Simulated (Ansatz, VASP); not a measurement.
## ScF3 in VASP and in Ansatz

The input INCAR:

```
  ALGO = Normal
  EDIFF = 1E-8
  ENCUT = 520
  ISIF = 2
  ISMEAR = -1
  LASPH = T
  LCHARG = F
  LEFG = T
  LREAL = F
  LWAVE = F
  NBANDS = 24
  NELM = 100
  PREC = Accurate
  SIGMA = 0.02
```

The input KPOINTS:

```
k-points
0
Gamma
  6 6 6
```

Contents of POSCAR:

```
ScF3
1.0
    4.0652514499      0.0000000000      0.0000000000
    0.0000000000      4.0652514499      0.0000000000
    0.0000000000      0.0000000000      4.0652514499
Sc F
1 3
Direct
    0.0000000000      0.0000000000      0.0000000000
    0.5000000000      0.0000000000      0.0000000000
    0.0000000000      0.5000000000      0.0000000000
    0.0000000000      0.0000000000      0.5000000000
```

Input for Ansatz:

```yaml
crystal:
  lattice:
    - [4.0652514499, 0.0, 0.0]
    - [0.0, 4.0652514499, 0.0]
    - [0.0, 0.0, 4.0652514499]
  atoms:
    - { symbol: Sc, position: [0.0, 0.0, 0.0] }
    - { symbol: F, position: [0.5, 0.0, 0.0] }
    - { symbol: F, position: [0.0, 0.5, 0.0] }
    - { symbol: F, position: [0.0, 0.0, 0.5] }
kpoints:
  mp_grid: { grid: [6, 6, 6] }
scf:
  occupations: { method: fermi_dirac, width: 0.02 }
hamiltonian:
  xc: lda
  pseudopotentials: { kind: all_electron, datasets: crystal }
output:
  forces: true
  stress: true
  eigenvalues: true
  efg: { contact_densities: true }
```

Change from the starting cell: volume scaled by 1.04, crystal datasets.

Alike in both runs: task electric field gradients; functional LDA; k mesh 6 × 6 × 6; occupations fermi-dirac, width 0.02 eV; no spin polarisation.

|  | VASP | Ansatz |
| --- | --- | --- |
| version | VASP 6.6.1 | Ansatz 0.2.0 |
| potentials or method | VASP PAW LDA potentials, release 64 (Sc_sv, F) | all-electron PAW with datasets made for the crystal, scalar-relativistic |
| plane-wave cutoff (eV) | 520 | see its input |

|  | VASP | Ansatz | Ansatz less VASP |
| --- | --- | --- | --- |
| gap on the k mesh at the Fermi level (eV) | 5.98 | 6.01 | +0.026 |
| pressure (GPa) | -5.8 | -6.3 | -0.49 |
| Vzz of the field gradient on the site that differs most (V/Å²) | 61.8 | 62.7 | +0.88 |

Ansatz ran all-electron here, so the differences hold the error of VASP's frozen core and of both bases.

A k mesh can miss the band edges.
